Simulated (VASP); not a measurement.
# A VASP study of FeNi (Tetrataenite) (PBEsol): structure first, properties next, part 7 of 7

Wanted: the relaxed cell of FeNi (Tetrataenite) and its properties. The start is a cell from a database of measured crystal structures.

VASP 6.6.1, plane waves and PAW; the level of theory is named at each step.

So far, moment of the cell, from the last line of the log (μB): step 2 (magnetic order: ferromagnetic) 3.24; step 8 (full relaxation (PBEsol)) 3.17; step 12 (density of states (PBEsol)) 3.10; step 13 (independent-particle dielectric function (PBEsol)) 3.14; step 14 (electric field gradients (PBEsol)) 3.17. The relaxed cell has a = 2.463, c = 3.542 Å (conventional setting).

## Step 15: Band structure (PBEsol), changed input (continued)

Level of this step: PBEsol, spin-polarised from a ferromagnetic start; plane waves and PAW (Fe, Ni) (VASP).

Spin down. Electronic bands along the path, in eV, zero at the Fermi level; # counts the bands kept:

| point | #5 | #6 | #7 | #8 | #9 | #10 | #11 | #12 |
| --- | --- | --- | --- | --- | --- | --- | --- | --- |
| Γ | -1.44 | -1.12 | -0.46 | 0.22 | 1.71 | 1.71 | 2.08 | 2.32 |
| 0.47 of the way | -1.18 | -0.84 | -0.83 | -0.64 | 0.48 | 1.42 | 1.53 | 6.16 |
| X | -1.69 | -1.27 | -1.15 | -0.79 | 0.72 | 1.23 | 1.62 | 3.65 |
| 0.47 of the way | -1.85 | -0.94 | 0.49 | 0.58 | 0.58 | 1.30 | 2.32 | 3.69 |
| M | 0.34 | 0.62 | 1.41 | 1.41 | 1.76 | 2.54 | 2.71 | 2.71 |
| 0.53 of the way | -2.26 | -1.22 | -0.09 | -0.06 | 0.67 | 0.90 | 1.53 | 8.01 |
| Γ | -1.44 | -1.12 | -0.46 | 0.22 | 1.71 | 1.71 | 2.08 | 2.32 |
| 0.53 of the way | -1.23 | -1.23 | -0.68 | -0.43 | 0.60 | 1.27 | 1.27 | 2.04 |
| Z | -1.54 | -1.01 | -1.01 | -0.40 | 0.08 | 0.87 | 0.87 | 2.00 |
| 0.47 of the way | -1.79 | -1.13 | -1.05 | -0.94 | 1.07 | 1.14 | 1.32 | 1.69 |
| R | -1.34 | -0.76 | -0.41 | -0.17 | 0.54 | 1.40 | 1.66 | 1.87 |
| 0.53 of the way | -2.00 | -1.23 | -1.12 | 0.40 | 0.48 | 1.81 | 4.61 | 4.93 |
| A | -1.69 | -1.69 | -0.88 | 0.34 | 1.14 | 2.55 | 8.64 | 8.64 |
| 0.47 of the way | -2.22 | -1.67 | -1.23 | 0.37 | 0.47 | 0.65 | 2.86 | 2.99 |
| Z | -1.54 | -1.01 | -1.01 | -0.40 | 0.08 | 0.87 | 0.87 | 2.00 |
| jump to X | -1.69 | -1.27 | -1.15 | -0.79 | 0.72 | 1.23 | 1.62 | 3.65 |
| 0.53 of the way | -1.47 | -1.13 | -1.04 | -0.92 | 1.14 | 1.29 | 1.48 | 3.00 |
| R | -1.34 | -0.76 | -0.41 | -0.17 | 0.54 | 1.40 | 1.66 | 1.87 |
| jump to M | 0.34 | 0.62 | 1.41 | 1.41 | 1.76 | 2.54 | 2.71 | 2.71 |
| 0.47 of the way | -0.27 | -0.27 | 0.10 | 0.34 | 1.51 | 2.54 | 4.95 | 4.95 |
| A | -1.69 | -1.69 | -0.88 | 0.34 | 1.14 | 2.55 | 8.64 | 8.64 |

Of the projections kept (Fe, Ni), the largest for each band there; the rest of the weight can lie on other orbitals:

| point | #5 | #6 | #7 | #8 | #9 | #10 | #11 | #12 |
| --- | --- | --- | --- | --- | --- | --- | --- | --- |
| Γ | Ni 0.81 | Fe 0.70 | Ni 0.97 | Fe 0.56 | Fe 0.80 | Fe 0.80 | Fe 0.97 | Ni 0.51 |
| X | Fe 0.89 | Ni 1.00 | Fe 0.97 | Ni 1.00 | Fe 0.99 | Fe 1.00 | Ni 0.88 | Fe 0.91 |
| M | Ni 1.00 | Ni 0.71 | Fe 0.62 | Fe 0.62 | Fe 0.79 | Fe 1.00 | Ni 0.53 | Ni 0.53 |
| Γ | Ni 0.81 | Fe 0.70 | Ni 0.97 | Fe 0.56 | Fe 0.80 | Fe 0.80 | Fe 0.97 | Ni 0.51 |
| Z | Ni 0.96 | Ni 0.99 | Ni 0.99 | Ni 1.00 | Fe 0.95 | Fe 0.98 | Fe 0.98 | Fe 1.00 |
| R | Ni 0.79 | Fe 0.84 | Ni 0.68 | Fe 0.67 | Ni 0.77 | Fe 0.78 | Fe 0.86 | Fe 0.84 |

Against the sound run “Bands along the symmetry lines (PBEsol)”, the energy at zero smearing moves by +1.2 meV an atom, the pressure by +0.76 GPa and the Fermi level by -0.00 eV.

## Step 16: Total energy, forces and stress (PBEsol), changed input

This step: PBEsol, DFT+U, spin-polarised from a ferromagnetic start; plane waves and PAW (Fe, Ni) (VASP 6.6.1).

This run is made with a changed input; what comes of it follows.

INCAR

```
SYSTEM = FeNi
PREC = Accurate
ENCUT = 400
EDIFF = 1E-06
NELM = 82
ISMEAR = 1
SIGMA = 0.2
LREAL = .FALSE.
ALGO = Normal
GGA = PS
NBANDS = 18
ISPIN = 2
MAGMOM = 2.549 0.603
LASPH = .TRUE.
LMAXMIX = 4
LORBIT = 11
LWAVE = .FALSE.
LCHARG = .FALSE.
KPAR = 4
ISIF = 2
LDAU = .TRUE.
LDAUTYPE = 2
LDAUL = 2 2 2 2 2
LDAUU = 4
```

POSCAR

```
FeNi
1.0
    2.4632737774      0.0000000000      0.0000000000
    0.0000000000      2.4632737774      0.0000000000
    0.0000000000      0.0000000000      3.5416083581
Fe Ni
1 1
Direct
    0.0000000000      0.0000000000      0.0000000000
    0.5000000000      0.5000000000      0.5000000000
```

KPOINTS

```
Automatic mesh
0
Gamma
9 9 6
0 0 0
```

The projector-augmented-wave data sets are Fe and Ni (PBE family, release 64).

On the command line:

```sh
$ mpirun -np 4 vasp_std
```

The program printed:

```text
[banner, memory and clock lines left out]
running    4 mpi-ranks, on    1 nodes
[...]
|                                                                             |
|               ----> ADVICE to this user running VASP <----                  |
|                                                                             |
|     You enforced a specific xc type in the INCAR file but a different       |
|     [... a line on the potential file left out ...]
|     I HOPE YOU KNOW WHAT YOU ARE DOING!                                     |
|                                                                             |

|                                                                             |
|     EEEEEEE  RRRRRR   RRRRRR   OOOOOOO  RRRRRR      ###     ###     ###     |
|     E        R     R  R     R  O     O  R     R     ###     ###     ###     |
|     E        R     R  R     R  O     O  R     R     ###     ###     ###     |
|     EEEEE    RRRRRR   RRRRRR   O     O  RRRRRR       #       #       #      |
|     E        R   R    R   R    O     O  R   R                               |
|     E        R    R   R    R   O     O  R    R      ###     ###     ###     |
|     EEEEEEE  R     R  R     R  OOOOOOO  R     R     ###     ###     ###     |
|                                                                             |
|     Error reading item LDAUU from file INCAR.                               |
|     Error code was IERR= 5 ... .                                            |
|                                                                             |
|       ---->  I REFUSE TO CONTINUE WITH THIS SICK JOB ... BYE!!! <----       |
|                                                                             |

1
1
1
1
```

It took 4 s on 4 MPI ranks of AMD EPYC 7R43, shared host.

The input was rejected at the start.

VASP's message: “Error reading item LDAUU from file INCAR. Error code was IERR= 5 ... .”. No number of this run is used.

The fault in the input: wrong count of Hubbard values (LDAU = true, LDAUTYPE = 2, LDAUL = "2 2 2 2 2" and LDAUU = "4"). LDAUL, LDAUU and LDAUJ need one entry a species.

## Step 17: Summary of results

```yaml
relaxed_volume: 10.74 Å³/atom
relaxed_conventional_cell_a_b_c: 2.463, 2.463, 3.542 Å
space_group_after_relaxing_within_0p02_a: P4/mmm (No. 123)
moment_of_the_cell_13x13x9_mesh: 3.10 μB
largest_site_moment_13x13x9_mesh: 2.50 μB on Fe1
band_gap: none, a metal
dos_at_the_fermi_level: 1.25 states/eV/cell
largest_field_gradient_vzz: 26.16 V/Å² on Fe1
```

**Reading.** With PBEsol, FeNi (Tetrataenite) relaxes to 10.74 Å³/atom in space group P4/mmm, comes out as a metal and keeps moments of up to 2.50 μB (13×13×9 mesh). Against the listed cell the volume lies -6.5 % (a -2.8 %, c -1.1 %). Of 5 collinear starts at PBEsol, the lowest ends ferromagnetic. Bands along the symmetry lines (PBEsol), spin up: Of the bands kept, 3 cross the Fermi level on this path. Bands along the symmetry lines (PBEsol), spin down: Of the bands kept, 4 cross the Fermi level on this path. Band structure (PBEsol), changed input, spin up: Of the bands kept, 3 cross the Fermi level on this path. Band structure (PBEsol), changed input, spin down: Of the bands kept, 4 cross the Fermi level on this path. The k-sampling is coarse for a metal, so the Fermi level, moments, pressures and the shape of the cell carry errors. Only a few collinear orders were tried, on the cell as listed. No search among competing phases was made, and a listed structure need not be the one stable at ambient conditions. All values are for a static lattice at zero temperature.

[Lines on the potential files, build, host, timing and source positions are cut from VASP's logs without a mark.]

[Logs are printed without paths, hosts, clocks, repeated set-up lines and the standing remarks that a program may print on its own settings, such as how far it seeks lower states.]

[Hosts, paths, dates, database ids (printed as entryN), source tags and the programs' standing remarks are cut or masked in the printed files.]

[A measured line is paired with the nearest computed mode of its activity, which favours agreement.]
